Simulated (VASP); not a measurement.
GaB:

```
CELL_PARAMETERS angstrom
2.71824 0.00000 0.00000
0.00000 2.71824 0.00000
0.00000 0.00000 3.23621
ATOMIC_POSITIONS crystal
Ga 0.50000 0.50000 0.50000
B 0.00000 0.00000 0.00000
```

The cell was built by a generator and needn't be a form met in nature.

Base run:

* Program: VASP 6.6.1
* Functional: PBE
* Potentials or basis: VASP PAW PBE potentials, release 64 (Ga_d, B)
* Cutoff: 520 eV
* k mesh: 10 × 10 × 8
* Occupations: gaussian, width 0.02 eV
* Spin: no spin polarisation

Its results: band gap on the k mesh none (metal or under the smearing width); pressure 0.7 GPa.

Q: The run is repeated on the same cell with these changes: further incar settings from ALGO = Fast; EDIFF = 1e-06; NBANDS = 56 to ALGO = Fast; EDIFF = 1e-08. What comes out?

A: Band gap on the k mesh none (metal or under the smearing width); pressure 0.1 GPa.
